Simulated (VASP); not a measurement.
```
CELL_PARAMETERS angstrom
      2.76062     0.00000     0.00000
     -1.38031     2.39076     0.00000
      0.00000     0.00000    16.63073
ATOMIC_POSITIONS crystal
  Te 0.66662 0.33152 0.49937
  O  0.33671 0.67275 0.42208
  O  0.33001 0.66239 0.57856
```

The numbers are results of PBE GGA, VASP's PBE PAW potentials (set 64) (plane waves; VASP), not measurements. Numerical set-up: 400 eV cut-off, 8×8×1 Γ-centred mesh, Gaussian smearing of 0.14 eV, potentials Te O.

The cell holds a wide vacuum, so values per volume refer to the whole cell. Unless said otherwise, spin-orbit coupling is left out, though it shifts the bands of the heavy elements here.

### Question
Predict the energy per atom (σ→0), largest force, band gap (on the k-mesh) with the smallest direct gap where there is one.

### Answer

| Quantity | Value |
|---|---|
| band gap (on the k-mesh) | none (metal, semimetal or under 0.01 eV) |
| energy per atom (σ→0) | -3611 meV/atom |
| largest force | 0.07604 Ha/bohr |

The cell is a sheet with vacuum, built from a generated structure.
